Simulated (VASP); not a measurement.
Here is the system:

```xyz
3
Lattice="1.7879 -3.0968 0.0000 1.7879 3.0968 0.0000 0.0000 0.0000 8.0349" Properties=species:S:1:pos:R:3 pbc="T T T"
Ti     0.0000     0.0000     0.0000
Se     1.7879     1.0323     1.5486
Se     1.7879    -1.0323     6.4863
```

These are revPBE GGA, VASP's PBE PAW potentials (set 64) (plane waves; VASP) values and carry that method's errors. Numerical set-up: 520 eV cut-off, Gaussian smearing of 0.050 eV, potentials Ti_sv Se.

Without a dispersion term in the relaxation, distances and binding between the weakly bound layers, chains or molecules are unreliable, and so is what depends on them.

Problem. Give the energies of bands 7 to 15 at the high-symmetry points, in eV from the Fermi level.

Solution. 
| band | Γ | M | K | A | L | H |
|---|---|---|---|---|---|---|
| 7 | -4.48 | -4.95 | -3.92 | -4.36 | -4.95 | -3.90 |
| 8 | -2.25 | -3.97 | -3.87 | -2.25 | -4.00 | -3.88 |
| 9 | -2.25 | -2.64 | -3.87 | -2.25 | -2.65 | -3.88 |
| 10 | -1.20 | -2.34 | -2.63 | -1.55 | -2.35 | -2.65 |
| 11 | 0.33 | -1.95 | -2.29 | 0.33 | -1.85 | -2.27 |
| 12 | 0.33 | -1.17 | -2.29 | 0.33 | -1.16 | -2.27 |
| 13 | 0.36 | -0.05 | 0.99 | 0.36 | -0.07 | 0.99 |
| 14 | 0.36 | 1.20 | 1.33 | 0.36 | 1.20 | 1.30 |
| 15 | 0.70 | 1.55 | 1.33 | 0.83 | 1.55 | 1.30 |

It has no gap at this level: it comes out as a metal or semimetal.

The compound is TiSe2 in the 1T layered structure. It was relaxed first, which changed the volume by +36 %.
